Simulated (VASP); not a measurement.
# A VASP study of Te4Pt3 (PBEsol): structure first, properties next, part 2 of 2

How well does PBEsol reproduce what experiment finds for Te4Pt3? The cell is relaxed first, and properties follow on it. The start is a cell from a database of measured crystal structures.

VASP 6.6.1, plane waves and PAW; the level of theory is named at each step.

So far. Step 4 (Band structure (PBEsol)): There is no gap at this level. Step 5 (Density of states (PBEsol)): The finer mesh and the other smearing move the Fermi level by -0.04 eV from the 7×7×7 run, a small shift, which tests the Fermi level alone. Of the states within 0.3 eV of the Fermi level, the largest shares in the PAW spheres are Te p 31 %, Pt d 26 % and Pt p 10 %. The rest lies in smaller channels or between the spheres. The relaxed cell has a = 3.998, c = 35.015 Å (conventional setting).

### Step 6. Vibrations at Γ (PBEsol)

Zone-centre modes test whether the atoms sit at a minimum within this cell. IBRION = 8 takes the force constants from linear response, which needs tightly converged orbitals.

Contents of INCAR:

```
SYSTEM = Te4Pt3
PREC = Accurate
ENCUT = 400
EDIFF = 1E-08
NELM = 100
ISMEAR = 1
SIGMA = 0.2
LREAL = .FALSE.
ALGO = Normal
GGA = PS
NBANDS = 34
LASPH = .TRUE.
LORBIT = 11
LWAVE = .FALSE.
LCHARG = .FALSE.
KPAR = 4
IBRION = 8
ISIF = 2
```

Contents of POSCAR:

```
Te4Pt3
1.0
    3.9982418325      0.0000000000      0.0000000000
   -1.9991209162     -3.4625789974      0.0000000000
    0.0000000000      2.3083859982    -11.6717272439
Te Pt
4 3
Direct
    0.5549177632      0.1098355263      0.6647532895
    0.4450822368      0.8901644737      0.3352467105
    0.7056606788      0.4113213575      0.1169820363
    0.2943393212      0.5886786425      0.8830179637
    0.0000000000      0.0000000000      0.0000000000
    0.8536784551      0.7073569102      0.5610353653
    0.1463215449      0.2926430898      0.4389646347
```

Contents of KPOINTS:

```
Automatic mesh
0
Gamma
9 9 9
0 0 0
```

Potentials, in the order of the species: Te and Pt (PBE family, release 64).

Started as:

```
$ mpirun -np 4 vasp_std
```

Run time: 19 min. Hardware: 4 MPI ranks of Intel Xeon 6975P-C (Granite Rapids), shared host; peak memory 9.2 GiB.

Energies printed during the response cycles are not total energies of the cell.

This step gave:

| Item | Value |
| --- | --- |
| bands | 34 |
| irreducible k-points | 85 |
| pressure of the cell | -2.97e-4 GPa |
| largest force of the cell | 0.03279 eV/Å |
| Fermi energy | 8.520 eV |

Modes at Γ, with each element's share of the kinetic energy:

```csv
mode,frequency (cm⁻¹),symmetry,Te %,Pt %
1,-0.2,acoustic,47,53
2,-0.2,acoustic,47,53
3,-0.1,acoustic,47,53
4,33.5,Eu,49,51
5,33.5,Eu,49,51
6,49.3,A2u,46,54
7,89.9,Eg,67,33
8,89.9,Eg,67,33
9,115.9,A1g,55,45
10,118.6,Eg,99,1
11,118.6,Eg,99,1
12,146.9,A2u,63,37
13,152.4,Eu,60,40
14,152.4,Eu,60,40
15,155.1,A1g,99,1
16,165.2,A1g,47,53
17,168.3,A2u,44,56
18,175.4,Eu,44,56
19,175.4,Eu,44,56
20,179.3,Eg,34,66
21,179.3,Eg,34,66
```

Displacements in mode 4 (33.5 cm⁻¹), the largest set to 1:
```
Te1 -0.47 -0.68  0.00
Te2 -0.47 -0.68  0.00
Te3  0.68  0.97  0.00
Te4  0.68  0.97  0.00
Pt5  0.69  1.00  0.00
Pt6 -0.47 -0.68  0.00
Pt7 -0.47 -0.68  0.00
```

Displacements in mode 18 (175.4 cm⁻¹), the largest set to 1:
```
Te1  0.09  0.13  0.00
Te2  0.09  0.13  0.00
Te3  0.54  0.78  0.00
Te4  0.54  0.78  0.00
Pt5 -0.69 -1.00  0.00
Pt6 -0.06 -0.09  0.00
Pt7 -0.06 -0.09  0.00
```

The three acoustic modes lie within 0.2 cm⁻¹ of zero, and all others are real. By the characters of their eigenvectors the optical modes sort into (cm⁻¹) Raman active: Eg 90, A1g 116, Eg 119, A1g 155, A1g 165, Eg 179; infrared active: Eu 33, A2u 49, A2u 147, Eu 152, A2u 168, Eu 175. With a centre of inversion no mode is active in both.

### Step 7. Core-level energies (PBEsol)

Core levels shift with the potential at each site, so they tell like atoms on unlike sites apart.

Contents of INCAR:

```
SYSTEM = Te4Pt3
PREC = Accurate
ENCUT = 400
EDIFF = 1E-06
NELM = 100
ISMEAR = 0
SIGMA = 0.05
LREAL = .FALSE.
ALGO = Normal
GGA = PS
NBANDS = 34
LASPH = .TRUE.
LORBIT = 11
LWAVE = .FALSE.
LCHARG = .FALSE.
KPAR = 4
ICORELEVEL = 1
```

POSCAR is that of step 6.

Contents of KPOINTS:

```
Automatic mesh
0
Gamma
7 7 7
0 0 0
```

Started as:

```
$ mpirun -np 4 vasp_std
```

Wall time 22 s (4 MPI ranks); peak memory 1.2 GiB.

These are scalar-relativistic Kohn-Sham levels of the ground state, with no core hole, so they are not binding energies.

This step gave:

```
irreducible k-points : 44
Fermi energy         : 8.544 eV
pressure             : 8.14e-5 GPa
```

Kohn-Sham core levels. Core levels, by row, the first 40 of 72 rows:

```
atom  shell  level below the Fermi level (eV)
 Te1     1s                             31617
 Te1     2s                              4844
 Te1     2p                              4348
 Te1     3s                             960.4
 Te1     3p                               799
 Te1     3d                             555.3
 Te1     4s                             159.9
 Te1     4p                             109.9
 Te1     4d                             37.23
 Te2     1s                             31617
 Te2     2s                              4844
 Te2     2p                              4348
 Te2     3s                             960.4
 Te2     3p                               799
 Te2     3d                             555.3
 Te2     4s                             159.9
 Te2     4p                             109.9
 Te2     4d                             37.23
 Te3     1s                             31617
 Te3     2s                              4844
 Te3     2p                              4348
 Te3     3s                             960.4
 Te3     3p                               799
 Te3     3d                             555.3
 Te3     4s                             159.9
 Te3     4p                             109.9
 Te3     4d                             37.23
 Te4     1s                             31617
 Te4     2s                              4844
 Te4     2p                              4348
 Te4     3s                             960.4
 Te4     3p                               799
 Te4     3d                             555.3
 Te4     4s                             159.9
 Te4     4p                             109.9
 Te4     4d                             37.23
 Pt5     1s                             78399
 Pt5     2s                             13769
 Pt5     2p                             11929
 Pt5     3s                              3232
```

The Pt 2s level differs by about 0.7 eV between unlike sites.

### Step 8. Bands along the symmetry lines (PBEsol + SOC)

This step: PBEsol, spin-orbit coupling; plane waves and PAW (Te, Pt) (VASP 6.6.1).

The mesh alone shows little of the dispersion and can miss band extrema, so KPOINTS_OPT adds a path through the symmetry points after the self-consistent cycle. Spin-orbit coupling needs spinors and the noncollinear program, where each band holds one electron.

INCAR: that of step 7 with these lines changed.

```diff
@@ -10,4 +10,9 @@
 GGA = PS
-NBANDS = 34
+LNONCOLLINEAR = .TRUE.
+MAGMOM = 0 0 0 0 0 0 0 0 0 0 0 0 0 0 0 0 0 0 0 0 0
+NBANDS = 68
+GGA_COMPAT = .FALSE.
 LASPH = .TRUE.
+LSORBIT = .TRUE.
+LMAXMIX = 4
 LORBIT = 11
@@ -16,2 +21 @@
 KPAR = 4
-ICORELEVEL = 1
```

POSCAR is that of step 7.

Contents of KPOINTS:

```
Automatic mesh
0
Gamma
5 5 5
0 0 0
```

Contents of KPOINTS_OPT:

```
Line mode
12
Line-mode
Reciprocal
  0.00000000   0.00000000   0.00000000 GAMMA
  0.50000000   0.00000000   0.00000000 L

  0.50000000   0.00000000   0.00000000 L
  0.32681412   0.34637176  -0.17318588 B1

  0.32681412   0.32681412   0.17318588 B
  0.00000000   0.00000000   0.50000000 Z

  0.00000000   0.00000000   0.50000000 Z
  0.00000000   0.00000000   0.00000000 GAMMA

  0.00000000   0.00000000   0.00000000 GAMMA
  0.33659294   0.33659294  -0.33659294 X

  0.32681412   0.33659294   0.00000000 Q
  0.00000000   0.50000000   0.00000000 F

  0.00000000   0.50000000   0.00000000 F
  0.00000000   0.49022118   0.17318588 P1

  0.00000000   0.49022118   0.17318588 P1
  0.00000000   0.00000000   0.50000000 Z

  0.50000000   0.00000000   0.00000000 L
  0.49022118   0.00000000   0.33659294 P
```

Started as:

```
$ mpirun -np 4 vasp_ncl
```

Wall time 3.7 min (4 MPI ranks); peak memory 2.8 GiB; 15 min of CPU time.

The k-mesh is coarse for a metal.

Numbers from this step:

```yaml
scf_cycles: 15
bands: 68
irreducible_k_points: 19
free_energy_toten: -39.12 eV
energy_at_zero_smearing: -39.12 eV
fermi_energy: 8.651 eV
pressure: 0.1231 GPa
```

On-site spin-orbit energy by atom:

```
atom  on-site spin-orbit energy (eV)
 Te1                          -0.197
 Te2                          -0.197
 Te3                          -0.196
 Te4                          -0.196
 Pt5                          -0.671
 Pt6                          -0.693
 Pt7                          -0.693
```

Electronic bands along the path, in eV, zero at the Fermi level; # counts the bands kept:

| point | #41 | #42 | #43 | #44 | #45 | #46 | #47 | #48 |
| --- | --- | --- | --- | --- | --- | --- | --- | --- |
| Γ | 0.13 | 0.13 | 0.75 | 0.75 | 1.18 | 1.18 | 1.70 | 1.70 |
| 0.45 of the way | -0.98 | -0.98 | -0.11 | -0.11 | 0.11 | 0.11 | 0.61 | 0.61 |
| L | -1.95 | -1.95 | -1.65 | -1.65 | -0.93 | -0.93 | -0.61 | -0.61 |
| 0.55 of the way | -1.90 | -1.90 | -1.65 | -1.65 | -0.99 | -0.99 | -0.79 | -0.79 |
| B1 | -1.92 | -1.92 | -1.38 | -1.38 | -1.21 | -1.21 | -0.94 | -0.94 |
| jump to B | -1.92 | -1.92 | -1.38 | -1.38 | -1.21 | -1.21 | -0.94 | -0.94 |
| 0.45 of the way | -1.38 | -1.38 | -1.03 | -1.03 | -0.70 | -0.70 | 0.78 | 0.78 |
| Z | 0.05 | 0.05 | 0.26 | 0.26 | 1.06 | 1.06 | 1.28 | 1.28 |
| 0.45 of the way | 0.19 | 0.19 | 0.61 | 0.61 | 0.89 | 0.89 | 1.42 | 1.42 |
| Γ | 0.13 | 0.13 | 0.75 | 0.75 | 1.18 | 1.18 | 1.70 | 1.70 |
| 0.45 of the way | -0.91 | -0.91 | -0.27 | -0.27 | -0.16 | -0.16 | 0.22 | 0.22 |
| X | -1.91 | -1.91 | -1.43 | -1.43 | -1.11 | -1.11 | -1.03 | -1.03 |
| jump to Q | -1.91 | -1.91 | -1.43 | -1.43 | -1.11 | -1.11 | -1.03 | -1.03 |
| 0.55 of the way | -1.89 | -1.89 | -1.71 | -1.71 | -1.10 | -1.10 | -0.84 | -0.84 |
| F | -1.79 | -1.79 | -1.61 | -1.61 | -1.57 | -1.57 | 0.08 | 0.08 |
| 0.55 of the way | -1.80 | -1.80 | -1.59 | -1.59 | -1.57 | -1.57 | 0.05 | 0.05 |
| P1 | -1.81 | -1.81 | -1.59 | -1.59 | -1.52 | -1.52 | -0.02 | -0.02 |
| 0.55 of the way | -0.53 | -0.53 | -0.23 | -0.23 | -0.03 | -0.03 | 0.74 | 0.74 |
| Z | 0.05 | 0.05 | 0.26 | 0.26 | 1.06 | 1.06 | 1.28 | 1.28 |
| jump to L | -1.95 | -1.95 | -1.65 | -1.65 | -0.93 | -0.93 | -0.61 | -0.61 |
| 0.45 of the way | -1.90 | -1.90 | -1.64 | -1.64 | -1.18 | -1.18 | -0.36 | -0.36 |
| P | -1.81 | -1.81 | -1.59 | -1.59 | -1.52 | -1.52 | -0.02 | -0.02 |

Of the projections kept (Te, Pt), the largest for each band there; the rest of the weight can lie on other orbitals:

```csv
point,#41,#42,#43,#44,#45,#46,#47,#48
Γ,Te 0.55,Te 0.55,Te 0.67,Te 0.67,Te 0.77,Te 0.77,Te 0.55,Te 0.55
L,Pt 0.68,Pt 0.68,Pt 0.90,Pt 0.90,Te 0.51,Te 0.51,Te 0.54,Te 0.54
B1,Pt 0.79,Pt 0.79,Pt 0.75,Pt 0.75,Pt 0.80,Pt 0.80,Pt 0.70,Pt 0.70
B,Pt 0.79,Pt 0.79,Pt 0.75,Pt 0.75,Pt 0.80,Pt 0.80,Pt 0.70,Pt 0.70
Z,Te 0.60,Te 0.60,Te 0.57,Te 0.57,Te 0.68,Te 0.68,Te 0.52,Te 0.52
Γ,Te 0.55,Te 0.55,Te 0.67,Te 0.67,Te 0.77,Te 0.77,Te 0.55,Te 0.55
```

There is no gap at this level.

Of the bands kept, 8 cross the Fermi level on this path (spinor bands, one electron each).

### Step 9. Total energy, forces and stress (PBEsol), changed input

This step: PBEsol; plane waves and PAW (Te, Pt) (VASP 6.6.1).

This run is made with a changed input; what comes of it follows.

Contents of INCAR:

```
SYSTEM = Te4Pt3
PREC = Accurate
ENCUT = 50
EDIFF = 1E-06
NELM = 80
ISMEAR = 0
SIGMA = 0.05
LREAL = .FALSE.
ALGO = Normal
GGA = PS
NBANDS = 34
LASPH = .TRUE.
LORBIT = 11
LWAVE = .FALSE.
LCHARG = .FALSE.
KPAR = 4
ISIF = 2
```

POSCAR is that of step 8.

Contents of KPOINTS:

```
Automatic mesh
0
Gamma
7 7 7
0 0 0
```

Started as:

```
$ mpirun -np 4 vasp_std
```

Run time: 4.6 s. Hardware: 4 MPI ranks; peak memory 0.43 GiB.

The run converged, but on settings that are not sound, so its numbers are not to be trusted.

Against the sound run on this cell (core-level energies (PBEsol)) the energy at zero smearing moves by +12250.2 meV an atom and the pressure by -257.55 GPa.

The fault in the input: cutoff far too low (ENCUT = 50). Raise ENCUT to at least the largest default of the data sets.

### Step 10. What came out

```
relaxed volume                            : 23.08 Å³/atom
relaxed conventional cell a, b, c         : 3.998, 3.998, 35.015 Å; angles 90.0, 90.0, 120.0°
space group after relaxing, within 0.02 Å : R-3m (No. 166)
band gap                                  : none, a metal
DOS at the Fermi level                    : 2.27 states/eV/cell
highest zone-centre mode                  : 179 cm⁻¹
shallowest level of the frozen cores      : Te3 4d, 37.2 eV deep
band gap (PBEsol + SOC)                   : none, a metal
```

**Reading.** With PBEsol, Te4Pt3 relaxes to 23.08 Å³/atom in space group R-3m (held by the symmetry of the run) and comes out as a metal. Against the listed cell the volume lies -0.6 % (a +0.3 %, c -1.1 %). Band structure (PBEsol): Of the bands kept, 4 cross the Fermi level on this path. Vibrations at Γ (PBEsol): The highest mode in this list at Γ, 179.3 cm⁻¹, has its largest share on Pt (66 % of the kinetic energy). Bands along the symmetry lines (PBEsol + SOC): Of the bands kept, 8 cross the Fermi level on this path (spinor bands, one electron each). Modes at Γ alone can't show that the crystal is stable at other wave vectors. No search among competing phases was made, and a listed structure need not be the one stable at ambient conditions. All values are for a static lattice at zero temperature.

Computed beside measured:

| quantity | measured | PBEsol |
| --- | --- | --- |
| lattice constant a (Å) | 3.99 | 3.998 (+0.2 %) |
| lattice constant c (Å) | 35.4 | 35.015 (-1.1 %) |

Measured values from pmc:8436201 (2021).

How well it matches: The lattice constant a is off by +0.2 %: good agreement. The lattice constant c is off by -1.1 %: fair agreement. The grades are ours: good and fair within 0.7 and 1.5 % for the lattice constant a and 0.8 and 2 % for the lattice constant c. Zero-point motion and thermal expansion are not in the computed lattice constants.

[Lines on the potential files, build, host, timing and source positions are cut from VASP's logs without a mark.]

[Logs are printed without paths, hosts, clocks, repeated set-up lines and the standing remarks that a program may print on its own settings, such as how far it seeks lower states.]

[Hosts, paths, dates, database ids (printed as entryN), source tags and the programs' standing remarks are cut or masked in the printed files.]

[A measured line is paired with the nearest computed mode of its activity, which favours agreement.]
